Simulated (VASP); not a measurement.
Consider the following.

```yaml
crystal:
  lattice:
    - [-1.65435, 1.65435, 1.65435]
    - [1.65435, -1.65435, 1.65435]
    - [1.65435, 1.65435, -1.65435]
  atoms:
    - { symbol: Ta, position: [0.00000, 0.00000, 0.00000] }
```

The numbers are results of SCAN meta-GGA, VASP's PBE PAW potentials (set 64) (plane waves; VASP), not measurements. Run with 520 eV cut-off, 16×16×16 Γ-centred mesh, first-order Methfessel-Paxton smearing of 0.10 eV, potentials Ta_pv.

Task: Give the stress tensor in GPa (positive for a compressed cell).

Result: 
```
-5.91   0.00   0.00
 0.00  -5.91   0.00
 0.00   0.00  -5.91
```
The pressure is its mean diagonal, -5.91 GPa.

The compound is Ta in the bcc structure. This cell is one point of a volume scan, at 1.03 of the reference volume.
